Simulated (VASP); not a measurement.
These are MS2 meta-GGA, VASP's PBE PAW potentials (set 64) (plane waves; VASP 6.6.1) values and carry that method's errors.

VASP ran on this input.

**INCAR**
```
ALGO = Normal
EDIFF = 1E-7
ENCUT = 520
ISIF = 2
ISMEAR = 1
LASPH = .TRUE.
LCHARG = .FALSE.
LMAXMIX = 4
LMIXTAU = .TRUE.
LREAL = .FALSE.
LWAVE = .FALSE.
METAGGA = MS2
NELM = 100
PREC = Accurate
SIGMA = 0.1
SYSTEM = CuZn
```

POSCAR:
```
CuZn
1
    2.9006711563     0.0000000000     0.0000000000
    0.0000000000     2.9006711563     0.0000000000
    0.0000000000     0.0000000000     2.9006711563
Zn Cu
1 1
Direct
  0.5000000000   0.5000000000   0.5000000000
  0.0000000000   0.0000000000   0.0000000000
```

KPOINTS:
```
Automatic mesh
0
Gamma
13 13 13
0 0 0
```

POTCAR, in this order: Zn Cu (PBE.64 set). Program: vasp_std.

Task: Estimate the energy per atom (σ→0), band gap (on the k-mesh).

Result: 
| Quantity | Result |
|---|---|
| energy per atom (σ→0) | -4.262 eV/atom |
| band gap (on the k-mesh) | none (metal, semimetal or under 0.01 eV) |

### OSZICAR
```
...
DAV:  16    -0.852329669025E+01   -0.45245E-05   -0.45376E-06  2744   0.673E-02    0.152E-03
DAV:  17    -0.852329833309E+01   -0.16428E-05   -0.20962E-07  1928   0.719E-03    0.198E-03
DAV:  18    -0.852329405091E+01    0.42822E-05   -0.17527E-07  1646   0.121E-02    0.612E-04
DAV:  19    -0.852329298998E+01    0.10609E-05   -0.65258E-08  1365   0.571E-03    0.203E-04
DAV:  20    -0.852329335316E+01   -0.36318E-06   -0.94613E-09  1316   0.224E-03    0.356E-05
DAV:  21    -0.852329355453E+01   -0.20137E-06   -0.23237E-09  1288   0.610E-04    0.138E-05
DAV:  22    -0.852329362883E+01   -0.74296E-07   -0.48468E-10  1260   0.553E-04
   1 F= -.85232936E+01 E0= -.85230272E+01  d E =-.799317E-03
```

The compound is CuZn in the CsCl type structure. It was relaxed first. The electron count is odd and the run is not spin-polarised, which forces a metal.
